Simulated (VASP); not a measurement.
These are PBE GGA with D4 dispersion, VASP's PBE PAW potentials (set 64) (plane waves; VASP) values and carry that method's errors.

A VASP calculation is set up with these files.

File KPOINTS:
```
Regular mesh
0
gamma
  4 4 4
```

### INCAR
```
SYSTEM = CsPbBr3
PREC = Accurate; ENCUT = 520; LREAL = F
LASPH = T
EDIFF = 1E-7; NELM = 100; ALGO = Normal
LMAXMIX = 4
ISMEAR = -5
GGA = PE; IVDW = 13
ISIF = 2
LWAVE = F; LCHARG = T; LORBIT = 11
NEDOS = 601
LEFG = T
```

File POSCAR:
```
CsPbBr3
5.9275180
  1.0000000230   0.0000000000   0.0000000000
  0.0000000000   1.0000000230   0.0000000000
  0.0000000000   0.0000000000   1.0000000230
Cs Pb Br
1 1 3
Cartesian
  0.0000000000   0.0000000000   0.0000000000
  0.5000000115   0.5000000115   0.5000000115
  0.5000000115   0.0000000000   0.5000000115
  0.0000000000   0.5000000115   0.5000000115
  0.5000000115   0.5000000115   0.0000000000
```

POTCAR, in this order: Cs_sv Pb_d Br (PBE.64 set). Program: vasp_std.

The run wrote:

**OSZICAR**
```
       N       E                     dE             d eps       ncg     rms          rms(c)
DAV:   1     0.397346623047E+03    0.39735E+03   -0.18648E+04   520   0.148E+03
DAV:   2     0.285819875055E+02   -0.36876E+03   -0.36208E+03   650   0.328E+02
DAV:   3    -0.148513954922E+02   -0.43433E+02   -0.43246E+02   616   0.125E+02
DAV:   4    -0.164151324058E+02   -0.15637E+01   -0.15592E+01   664   0.310E+01
DAV:   5    -0.164658688890E+02   -0.50736E-01   -0.50705E-01   676   0.453E+00    0.410E+00
DAV:   6    -0.158902207561E+02    0.57565E+00   -0.10678E+00   754   0.103E+01    0.238E+00
DAV:   7    -0.158399259294E+02    0.50295E-01   -0.55091E-01   758   0.425E+00    0.101E+00
DAV:   8    -0.158500064046E+02   -0.10080E-01   -0.66834E-02   654   0.224E+00    0.187E-01
DAV:   9    -0.158496506282E+02    0.35578E-03   -0.11557E-02   722   0.853E-01    0.106E-01
DAV:  10    -0.158499867889E+02   -0.33616E-03   -0.10989E-03   604   0.203E-01    0.423E-02
DAV:  11    -0.158500720125E+02   -0.85224E-04   -0.18950E-04   600   0.111E-01    0.892E-03
DAV:  12    -0.158500735407E+02   -0.15282E-05   -0.28975E-05   724   0.554E-02    0.747E-03
DAV:  13    -0.158500732216E+02    0.31911E-06   -0.39410E-06   734   0.163E-02    0.284E-03
DAV:  14    -0.158500734164E+02   -0.19483E-06   -0.61160E-07   616   0.641E-03    0.815E-04
DAV:  15    -0.158500734386E+02   -0.22161E-07   -0.35632E-08   376   0.200E-03
   1 F= -.16914869E+02 E0= -.16914869E+02  d E =0.000000E+00
```

File OUTCAR:
```
------------------------ aborting loop because EDIFF is reached ----------------------------------------
  Edisp (eV):   -1.06480
  FORCE on cell =-STRESS in cart. coord.  units (eV):
  Direction    XX          YY          ZZ          XY          YZ          ZX
  --------------------------------------------------------------------------------------
  Total       0.07107     0.07107     0.07107    -0.00000     0.00000     0.00000
  in kB       0.54673     0.54673     0.54673    -0.00000     0.00000     0.00000
  external pressure =        0.55 kB  Pullay stress =        0.00 kB
  volume of cell :      208.27
      direct lattice vectors                 reciprocal lattice vectors
     5.927518136  0.000000000  0.000000000     0.168704672  0.000000000  0.000000000
     0.000000000  5.927518136  0.000000000     0.000000000  0.168704672  0.000000000
     0.000000000  0.000000000  5.927518136     0.000000000  0.000000000  0.168704672
 POSITION                                       TOTAL-FORCE (eV/Angst)
 -----------------------------------------------------------------------------------
      0.00000      0.00000      0.00000         0.000000      0.000000      0.000000
      2.96376      2.96376      2.96376         0.000000      0.000000      0.000000
      2.96376      0.00000      2.96376         0.000000      0.000000      0.000000
      0.00000      2.96376      2.96376         0.000000      0.000000      0.000000
      2.96376      2.96376      0.00000         0.000000      0.000000      0.000000
 -----------------------------------------------------------------------------------
    total drift:                                0.000000     -0.000000     -0.000000
  FREE ENERGIE OF THE ION-ELECTRON SYSTEM (eV)
  ---------------------------------------------------
  free  energy   TOTEN  =       -16.9148686488 eV

  energy  without entropy=      -16.9148686488  energy(sigma->0) =      -16.91486865

 total charge

# of ion       s       p       d       tot
------------------------------------------
    1        1.829   4.711   0.010   6.551
    2        1.506   0.457   9.852  11.814
    3        1.610   3.256   0.007   4.873
    4        1.610   3.256   0.007   4.873
    5        1.610   3.256   0.007   4.873
--------------------------------------------------
tot          8.166  14.936   9.883  32.985

 Electric field gradients after diagonalization (V/A^2)
 (convention: |V_zz| > |V_xx| > |V_yy|)
----------------------------------------------------------------------
 ion       V_xx      V_yy      V_zz     asymmetry (V_yy - V_xx)/ V_zz
----------------------------------------------------------------------
   1       0.000     0.000    -0.000       0.009
   2      -0.000    -0.000    -0.000      -0.793
   3     -95.196   -95.196   190.391       0.000
   4     -95.196   -95.196   190.391       0.000
   5     -95.196   -95.196   190.391       0.000
```
(Selected blocks of OUTCAR.)

File OUTCAR:
```
 val. band max:        0.9849152411   @ k =   0.5000   0.5000   0.5000

 cond. band min:       2.6295838792   @ k =   0.5000   0.5000   0.5000


 Fermi energy:         1.0139135358

 k-point     1 :       0.0000    0.0000    0.0000
  band No.  band energies     occupation
      1     -20.3807      2.00000
      2     -15.7942      2.00000
      3     -15.7942      2.00000
      4     -15.6588      2.00000
      5     -15.6588      2.00000
      6     -15.6588      2.00000
      7     -13.5920      2.00000
      8     -12.9413      2.00000
      9     -12.9413      2.00000
     10      -7.1691      2.00000
     11      -7.1691      2.00000
     12      -7.1691      2.00000
     13      -5.9305      2.00000
     14      -3.1012      2.00000
     15      -3.1012      2.00000
     16      -3.1012      2.00000
     17      -0.9904      2.00000
     18      -0.9904      2.00000
     19      -0.9904      2.00000
     20      -0.8858      2.00000
     21      -0.8858      2.00000
     22      -0.8858      2.00000
     23       4.1155      0.00000
     24       5.2559      0.00000
     25       5.2559      0.00000
     26       6.0001      0.00000

 k-point     2 :       0.2500    0.0000    0.0000
  band No.  band energies     occupation
      1     -20.3803      2.00000
      2     -15.7941      2.00000
      3     -15.7676      2.00000
      4     -15.6593      2.00000
      5     -15.6593      2.00000
      6     -15.6588      2.00000
      7     -13.5281      2.00000
      8     -13.0532      2.00000
      9     -12.9405      2.00000
     10      -7.1647      2.00000
     11      -7.1639      2.00000
     12      -7.1639      2.00000
     13      -6.3368      2.00000
     14      -3.0567      2.00000
     15      -3.0567      2.00000
     16      -2.2073      2.00000
     17      -1.0547      2.00000
     18      -1.0547      2.00000
     19      -1.0522      2.00000
     20      -0.9402      2.00000
     21      -0.9402      2.00000
     22      -0.8710      2.00000
...
```

Unless said otherwise, spin-orbit coupling is left out, though it shifts the bands of the heavy elements here.

The compound is CsPbBr3 in the cubic perovskite structure, the ideal cubic form; the compound distorts at low or room temperature. It was relaxed first.
